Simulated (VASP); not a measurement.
An input for Ansatz (written as the equivalent of a VASP run, and not itself run):

Ansatz 0.2 input:
```yaml
crystal:
  lattice:
    - [0.0000000, 2.3932101, 2.3932101]
    - [2.3932101, 0.0000000, 2.3932101]
    - [2.3932101, 2.3932101, 0.0000000]
  atoms:
    - { symbol: B, position: [0.0000000, 0.0000000, 0.0000000] }
    - { symbol: As, position: [0.2500000, 0.2500000, 0.2500000] }
kpoints:
  mp_grid: { grid: [10, 10, 10] }
hamiltonian:
  xc: r2scan
  pseudopotentials: { kind: paw }
scf:
  occupations: { method: gaussian, width: 0.05 }
  max_iter: 100
output: { forces: true, stress: true, eigenvalues: true }
```

Question: Translate this input to VASP (INCAR, KPOINTS, POSCAR, choice of POTCAR).

Answer: One answer among several that fit: 
KPOINTS:
```
Automatic
0
gamma
 10 10 10
0 0 0
```

**INCAR**
```
NELM=100   # most electronic steps
ALGO=Normal   # blocked Davidson
PREC=Accurate
METAGGA=R2SCAN
LASPH=T   # aspherical one-centre terms
LMAXMIX=4   # l cut-off of mixed one-centre charges
EDIFF=1E-7
SIGMA=0.05
ISIF=2   # forces and stress, cell fixed
LMIXTAU=T
ENCUT=600   # plane-wave cut-off (eV)
LREAL=F   # projection in real space or not
LWAVE=F
ISMEAR=0
LCHARG=F
SYSTEM=BAs
```

**POSCAR**
```
BAs
1.0
  0.0000000000   2.3932101388   2.3932101388
  2.3932101388   0.0000000000   2.3932101388
  2.3932101388   2.3932101388   0.0000000000
B As
1 1
direct
  0.0000000000   0.0000000000   0.0000000000
  0.2500000000   0.2500000000   0.2500000000
```

POTCAR, in this order: B As (PBE.64 set). Program: vasp_std.

What does not carry over: each code has its own PAW files, so the cut-off isn't converted (ENCUT is set for VASP's; basis.ecutwfc is left out, and Ansatz then takes the one that its files recommend); Ansatz stops its SCF on the density residual and VASP on the energy change (EDIFF).

The compound is BAs in the zinc blende structure. It was relaxed first.
